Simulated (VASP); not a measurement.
Method: LDA (Ceperley-Alder, Perdew-Zunger), VASP's LDA PAW potentials (set 64) (plane waves; VASP).

The input files of a VASP run:

INCAR:
```
SYSTEM = CaPt5
PREC = Accurate; ENCUT = 300; LREAL = .False.
LASPH = .True.
EDIFF = 1E-6; NELM = 100; ALGO = Normal
LMAXMIX = 6
ISMEAR = 0; SIGMA = 0.1
ISIF = 2
LWAVE = .False.; LCHARG = .False.
```

File KPOINTS:
```
Automatic mesh
0
Gamma
4 4 4
0 0 0
```

### POSCAR
```
CaPt5
5.2485470
  1.0000000000   0.0000000000   0.0000000000
 -0.4999999047   0.8660253971   0.0000000000
  0.0000000000   0.0000000000   0.8205206127
Ca Pt
1 5
Cart
 -0.0001719999   0.0008296523   0.0098839913
 -0.0123364343   0.5971340376   0.0262008642
  0.5059265321   0.2914582493  -0.0415281892
  0.5032999999  -0.0006321985   0.4096022488
  0.2400630478   0.4344987981   0.4261931756
 -0.2367809550   0.4087622554   0.4004288283
```

POTCAR, in this order: Ca_sv Pt (LDA.64 set). Program: vasp_std.

The resulting files:

OSZICAR:
```
       N       E                     dE             d eps       ncg     rms          rms(c)
DAV:   1     0.306428678560E+03    0.30643E+03   -0.21966E+04  2592   0.105E+03
DAV:   2    -0.271584052635E+02   -0.33359E+03   -0.32091E+03  2880   0.292E+02
DAV:   3    -0.443941216421E+02   -0.17236E+02   -0.16720E+02  3892   0.580E+01
DAV:   4    -0.449032009614E+02   -0.50908E+00   -0.50721E+00  3664   0.915E+00
DAV:   5    -0.449133492152E+02   -0.10148E-01   -0.10145E-01  3556   0.130E+00    0.301E+01
DAV:   6    -0.420461087214E+02    0.28672E+01   -0.14453E+01  2980   0.209E+01    0.166E+01
DAV:   7    -0.419204372539E+02    0.12567E+00   -0.25966E+00  2976   0.117E+01    0.865E+00
DAV:   8    -0.417645314052E+02    0.15591E+00   -0.11973E+00  2876   0.939E+00    0.384E+00
DAV:   9    -0.417205152169E+02    0.44016E-01   -0.17306E-01  3100   0.337E+00    0.410E-01
DAV:  10    -0.417190350837E+02    0.14801E-02   -0.15779E-02  3084   0.864E-01    0.205E-01
DAV:  11    -0.417186543911E+02    0.38069E-03   -0.18563E-03  2956   0.294E-01    0.118E-01
DAV:  12    -0.417186060963E+02    0.48295E-04   -0.49220E-04  3076   0.171E-01    0.619E-02
DAV:  13    -0.417185857908E+02    0.20305E-04   -0.12510E-04  2800   0.935E-02    0.186E-02
DAV:  14    -0.417185856965E+02    0.94294E-07   -0.20158E-05  3720   0.314E-02    0.607E-03
DAV:  15    -0.417185855663E+02    0.13028E-06   -0.26786E-06  2012   0.123E-02
   1 F= -.41718586E+02 E0= -.41707936E+02  d E =-.212996E-01
```

### OUTCAR
```
------------------------ aborting loop because EDIFF is reached ----------------------------------------
  FORCE on cell =-STRESS in cart. coord.  units (eV):
  Direction    XX          YY          ZZ          XY          YZ          ZX
  --------------------------------------------------------------------------------------
  Total        5.7095577      5.7618134      9.6686550      0.2810607      0.7777289     -0.2491712
  in kB       89.0380531     89.8529573    150.7784413      4.3830182     12.1283413     -3.8857161
  external PRESSURE =     109.8898172 kB  Pullay stress =       0.0000000 kB
  volume of cell :      102.74
      direct lattice vectors                 reciprocal lattice vectors
     5.248547000  0.000000000  0.000000000     0.190528922  0.110001904  0.000000000
    -2.624273000  4.545375000  0.000000000     0.000000000  0.220003850  0.000000000
     0.000000000  0.000000000  4.306541000     0.000000000  0.000000000  0.232204918
 POSITION                                       TOTAL-FORCE (eV/Angst)
 -----------------------------------------------------------------------------------
     -0.00090      0.00435      0.05188        -0.045324      0.139431     -0.011597
     -0.06475      3.13409      0.13752         0.521376     -0.640966     -3.305312
      2.65538      1.52973      4.08858         0.097129      0.146306      5.273994
      0.01732      4.54206      2.14982        -0.688562     -0.204994     -0.115955
      1.25998      2.28049      2.23689         1.013740     -0.207465     -1.745335
      4.00579      2.14541      2.10167        -0.898359      0.767687     -0.095795
 -----------------------------------------------------------------------------------
    total drift:                                0.000237      0.000200      0.000343
  FREE ENERGIE OF THE ION-ELECTRON SYSTEM (eV)
  ---------------------------------------------------
  free  energy   TOTEN  =       -41.7185855663 eV

  energy  without entropy=      -41.6972860111  energy(sigma->0) =      -41.70793579
```
(Selected blocks of OUTCAR.)

At this cut-off the stress carries a Pulay error, which pulls relaxed volumes low.

The structure comes from a computed database's CaPt5 entry; how it stands against other phases isn't given here. The cell was not relaxed at this level, atoms are displaced from their ideal sites, and its volume differs by -5.9 % from the start's. The k-mesh is coarse (spacing up to 0.36 per Å, 2π included), so the numbers may not be converged in it.
